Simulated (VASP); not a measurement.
OSZICAR of a VASP run on Si (diamond):

### OSZICAR
```
       N       E                     dE             d eps       ncg     rms          rms(c)
DAV:   1     0.859385709692E+01    0.85939E+01   -0.31701E+03   464   0.759E+02
DAV:   2    -0.861739410046E+01   -0.17211E+02   -0.16079E+02   728   0.814E+01
DAV:   3    -0.888446572664E+01   -0.26707E+00   -0.26707E+00   592   0.122E+01
DAV:   4    -0.888578988843E+01   -0.13242E-02   -0.13242E-02   728   0.891E-01
DAV:   5    -0.888579636742E+01   -0.64790E-05   -0.64791E-05   608   0.342E-02    0.510E+00
DAV:   6    -0.877800531057E+01    0.10779E+00   -0.82177E-02   560   0.149E+00    0.313E+00
DAV:   7    -0.872807947766E+01    0.49926E-01   -0.16778E-01   576   0.221E+00    0.211E-01
DAV:   8    -0.872875646060E+01   -0.67698E-03   -0.49072E-03   544   0.497E-01    0.655E-02
DAV:   9    -0.872879140143E+01   -0.34941E-04   -0.15585E-04   696   0.911E-02    0.624E-02
DAV:  10    -0.872881936591E+01   -0.27964E-04   -0.60440E-05   536   0.579E-02    0.369E-02
DAV:  11    -0.872881938235E+01   -0.16439E-07   -0.10252E-06   584   0.832E-03
   1 F= -.87288194E+01 E0= -.87288194E+01  d E =-.872882E+01
       N       E                     dE             d eps       ncg     rms          rms(c)
DAV:   1    -0.873043948568E+01   -0.16201E-02   -0.45520E-02   552   0.122E+00    0.204E-01
DAV:   2    -0.872963588427E+01    0.80360E-03   -0.74141E-04   584   0.185E-01    0.124E-01
DAV:   3    -0.872923190034E+01    0.40398E-03   -0.92883E-04   536   0.153E-01    0.389E-02
DAV:   4    -0.872923190173E+01   -0.13904E-08   -0.98014E-06   624   0.280E-02
   2 F= -.87292319E+01 E0= -.87292319E+01  d E =-.412519E-03
       N       E                     dE             d eps       ncg     rms          rms(c)
DAV:   1    -0.872986285170E+01   -0.63095E-03   -0.80577E-03   552   0.515E-01    0.834E-02
DAV:   2    -0.872972322319E+01    0.13963E-03   -0.12950E-04   584   0.777E-02    0.508E-02
DAV:   3    -0.872965679586E+01    0.66427E-04   -0.16338E-04   536   0.643E-02    0.167E-02
DAV:   4    -0.872965714043E+01   -0.34457E-06   -0.16946E-06   528   0.117E-02
   3 F= -.87296571E+01 E0= -.87296571E+01  d E =-.837758E-03
```

Question: Which electronic solver shows in the log?

Answer: It is blocked Davidson (ALGO = Normal, or the opening steps of other solvers). The INCAR had ALGO = Normal.

Question: Can the final energy be trusted as converged?

Answer: Self-consistency was reached. It stopped with EDIFF = 1E-6, NELM = 100, NSW = 60 and EDIFFG = -0.01 after 3 ionic steps (vdW-DF-cx, plane waves, VASP's PBE PAW potentials (set 64)).

The compound is Si in the diamond structure. This run relaxes it. Symmetry was kept, so distortions that lower it aren't found.
